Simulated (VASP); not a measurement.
Input:

```xyz
3
Lattice="4.0549 0.0000 0.0000 -2.0275 3.5117 0.0000 0.0000 0.0000 4.1790" Properties=species:S:1:pos:R:3 pbc="T T T"
Ca     0.0000     0.0000     4.1790
Si     0.0000     2.3411     2.0895
Si     2.0275     1.1706     2.0895
```

The numbers are results of PBEsol GGA, VASP's PBE PAW potentials (set 64) (plane waves; VASP), not measurements. Settings: 400 eV cut-off, Gaussian smearing of 0.050 eV, potentials Ca_sv Si.

Predict the band gap (along the path) with the smallest direct gap where there is one.

```yaml
band gap (along the path): none (metal, semimetal or under 0.01 eV)
```

The structure comes from a computed database's CaSi2 entry (P6/mmm); how it stands against other phases isn't given here. It was relaxed first.
